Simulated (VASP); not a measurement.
Data:

```
CELL_PARAMETERS angstrom
      2.41797    -4.18805     0.00000
      2.41797     4.18805     0.00000
      0.00000     0.00000     7.91594
ATOMIC_POSITIONS crystal
  Ag 0.66667 0.33333 0.50017
  Ag 0.33333 0.66667 0.00017
  I  0.66667 0.33333 0.87483
  I  0.33333 0.66667 0.37483
```

Method: vdW-DF2, VASP's PBE PAW potentials (set 64) (plane waves; VASP). Settings: 520 eV cut-off, Gaussian smearing of 0.050 eV, potentials Ag I.

Unless said otherwise, spin-orbit coupling is left out, though it shifts the bands of the heavy elements here.

**Question.** What does the run give for the band gap (along the path) with the smallest direct gap where there is one?

**Answer.** 
```json
{
  "band gap (along the path)": "1.12 eV",
  "smallest direct gap (along the path)": "1.12 eV"
}
```

The compound is AgI in the wurtzite structure. It was relaxed first, which changed the volume by +17 %.
